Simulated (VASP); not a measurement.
Consider the following.

```xyz
3
Lattice="1.7642 -3.0557 0.0000 1.7642 3.0557 0.0000 0.0000 0.0000 6.0309" Properties=species:S:1:pos:R:3 pbc="T T T"
Ti     0.0000     0.0000     0.0000
Se     1.7642     1.0186     1.5437
Se     1.7642    -1.0186     4.4872
```

Level of theory: PBE GGA with D3 dispersion (zero damping), VASP's PBE PAW potentials (set 64) (plane waves; VASP). Settings: 520 eV cut-off, Gaussian smearing of 0.050 eV, potentials Ti_sv Se.

Give the energies of bands 7 to 15 at the high-symmetry points, in eV from the Fermi level.

```json
[
 {"band": "7", "Γ": "-5.37", "M": "-5.19", "K": "-4.30", "A": "-3.79", "L": "-5.25", "H": "-4.28"},
 {"band": "8", "Γ": "-2.29", "M": "-3.81", "K": "-3.97", "A": "-2.62", "L": "-4.58", "H": "-4.28"},
 {"band": "9", "Γ": "-2.29", "M": "-2.78", "K": "-3.97", "A": "-2.24", "L": "-2.75", "H": "-3.82"},
 {"band": "10", "Γ": "0.13", "M": "-2.72", "K": "-2.60", "A": "-2.24", "L": "-2.50", "H": "-3.16"},
 {"band": "11", "Γ": "0.43", "M": "-2.29", "K": "-2.60", "A": "0.27", "L": "-1.24", "H": "-2.11"},
 {"band": "12", "Γ": "0.43", "M": "-1.37", "K": "-2.42", "A": "0.27", "L": "-0.97", "H": "-2.11"},
 {"band": "13", "Γ": "0.48", "M": "0.04", "K": "1.09", "A": "0.41", "L": "-0.21", "H": "1.10"},
 {"band": "14", "Γ": "0.48", "M": "1.32", "K": "1.59", "A": "0.41", "L": "1.32", "H": "1.22"},
 {"band": "15", "Γ": "0.58", "M": "1.72", "K": "1.59", "A": "1.17", "L": "1.69", "H": "1.22"}
]
```

It has no gap at this level: it comes out as a metal or semimetal.

The compound is TiSe2 in the 1T layered structure. It was relaxed first.
